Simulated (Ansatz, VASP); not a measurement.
## Two plane-wave programs on SnPt3

Contents of INCAR:

```
PREC = Accurate ; ENCUT = 520
EDIFF = 1E-6 ; ISMEAR = 1
SIGMA = 0.1 ; LREAL = F
LASPH = T ; NELM = 100
ALGO = Normal ; ISIF = 2
LWAVE = F ; LCHARG = T
LELF = T ; LVHAR = T
NBANDS = 30
```

KPOINTS

```
Automatic mesh
0
Gamma
  6 6 6
```

Contents of POSCAR:

```
SnPt3
1.0
    4.0000000000      0.0000000000      0.0000000000
    0.0000000000      4.0000000000      0.0000000000
    0.0000000000      0.0000000000      4.0000000000
Sn Pt
1 3
Direct
    0.0000000000      0.0000000000      0.0000000000
    0.0000000000      0.5000000000      0.5000000000
    0.5000000000      0.0000000000      0.5000000000
    0.5000000000      0.5000000000      0.0000000000
```

Input for Ansatz:

```yaml
crystal:
  lattice:
    - [4.0, 0.0, 0.0]
    - [0.0, 4.0, 0.0]
    - [0.0, 0.0, 4.0]
  atoms:
    - { symbol: Sn, position: [0.0, 0.0, 0.0] }
    - { symbol: Pt, position: [0.0, 0.5, 0.5] }
    - { symbol: Pt, position: [0.5, 0.0, 0.5] }
    - { symbol: Pt, position: [0.5, 0.5, 0.0] }
basis:
  ecutwfc: 550.0
kpoints:
  mp_grid:
    grid: [6, 6, 6]
hamiltonian:
  xc: lda
  pseudopotentials:
    kind: paw
scf:
  occupations:
    method: cold
output:
  stress: true
```

Alike in both runs: task single point; functional LDA; k mesh 6 × 6 × 6; no spin polarisation.

|  | VASP | Ansatz |
| --- | --- | --- |
| version | VASP 6.6.1 | Ansatz 0.2.0 |
| potentials or method | VASP PAW LDA potentials, release 64 (Sn_d, Pt) | plane waves, PAW |
| plane-wave cutoff (eV) | 520 | 550 |
| occupations | methfessel-paxton of order 1, width 0.1 eV | cold |
| valence electrons in the cell | 44 | 68 |

Ansatz gave:

```
pressure (GPa) : -3.6
```

**Question.** Estimate VASP's values.

**Answer.** Pressure (GPa): -2.8.

The two sets of potentials don't hold the same shells in valence.

Spin-orbit coupling is left out, which matters for the levels of Pt.
